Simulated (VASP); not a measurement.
```xyz
1
Lattice="0.0000 1.7600 1.7600 1.7600 0.0000 1.7600 1.7600 1.7600 0.0000" Properties=species:S:1:pos:R:3 pbc="T T T"
Ni     0.0000     0.0000     0.0000
```
Starting moments (μB, in the order of the record's atoms Ni): 0.8.

Level of theory: revTPSS meta-GGA, VASP's PBE PAW potentials (set 64) (plane waves; VASP). Numerical set-up: 520 eV cut-off, 16×16×16 Γ-centred mesh, first-order Methfessel-Paxton smearing of 0.10 eV, potentials Ni.

Energy and stress use the plane-wave basis of the starting cell.

Question: The ions, cell shape and volume are relaxed. Which structure does the run end with?

Answer: 
```xyz
1
Lattice="0.0000 1.7284 1.7284 1.7284 0.0000 1.7284 1.7284 1.7284 0.0000" Properties=species:S:1:pos:R:3 pbc="T T T"
Ni     1.7284     1.7284     0.0000
```
Space group Fm-3m (225), at a tolerance of 0.03 Å. The cell ends with 0.60 μB, on the sites 0.61 μB.

Question: How do energy and volume change from the first to the last step?

Answer: The energy (σ→0) changes by -21.3 meV/atom and the volume by -5.3 %, in 6 ionic steps.

| step | E(σ→0) (eV) | max force (eV/Å) | pressure (GPa) | volume (Å³) |
|---|---|---|---|---|
| 1 | -1.6972 | 0.000 | -11.11 | 10.90 |
| 2 | -1.6922 | 0.000 | 15.55 | 9.75 |
| 3 | -1.7185 | 0.000 | -0.18 | 10.33 |
| 4 | -1.7185 | 0.000 | 0.31 | 10.32 |
| 5 | -1.7184 | 0.000 | -0.41 | 10.35 |
| 6 | -1.7185 | 0.000 | -0.10 | 10.33 |

The compound is Ni in the fcc structure. This run relaxes it. Symmetry was kept, so distortions that lower it aren't found.
